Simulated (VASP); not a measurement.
An input for Quantum ESPRESSO's pw.x (written as the equivalent of a VASP run, and not itself run):

```
&CONTROL
  calculation = 'scf'
  pseudo_dir = './pseudo'
  outdir = './out'
  tprnfor = .true.
  tstress = .true.
/
&SYSTEM
  ibrav = 0
  nat = 2
  ntyp = 1
  ecutwfc = 80
  occupations = 'tetrahedra'
  input_dft = 'pbesol'
/
&ELECTRONS
  conv_thr = 7.3e-09
  electron_maxstep = 100
/
ATOMIC_SPECIES
  Sb 121.760 Sb.upf
CELL_PARAMETERS angstrom
     3.3102916   -0.0000000    0.0000000
    -1.6551453    2.8667969    0.0000000
     0.0000000    0.0000000    5.4831861
ATOMIC_POSITIONS crystal
  Sb   0.3333330  0.6666670  0.2500000
  Sb   0.6666670  0.3333330  0.7500000
K_POINTS automatic
  14 14 8 0 0 0
```

Task: Translate this input to VASP (INCAR, KPOINTS, POSCAR, choice of POTCAR).

Result: Several could match; the one computed here: 
**POSCAR**
```
Sb
1.0
  3.3102916345  -0.0000000141   0.0000000000
 -1.6551453419   2.8667969149   0.0000000000
  0.0000000000   0.0000000000   5.4831860778
Sb
2
Cart
 -0.0000013382   1.9111988942   1.3707965195
  1.6551476308   0.9555980066   4.1123895584
```

**INCAR**
```
SYSTEM = Sb
PREC = Accurate
ENCUT = 400
EDIFF = 1E-7
NELM = 100
ALGO = Normal
LREAL = .FALSE.
LASPH = .TRUE.
ISMEAR = -5
GGA = PS
LMAXMIX = 4
LWAVE = .FALSE.
LCHARG = .TRUE.
LORBIT = 11
NEDOS = 601
ISIF = 2
```

File KPOINTS:
```
Automatic mesh
0
Gamma
14 14 8
0 0 0
```

POTCAR, in this order: Sb (PBE.64 set). Program: vasp_std.

What does not carry over: the potentials are each code's own (VASP's PAW set, PseudoDojo norm-conserving files in pw.x), so ENCUT and ecutwfc are chosen apart and not converted; conv_thr bounds pw.x's estimated SCF error, while EDIFF bounds the energy change between steps.

The structure was generated: Sb was put into the hcp type (P6_3/mmc), which need not be its known phase. It was relaxed first, which changed the volume by -5 %.
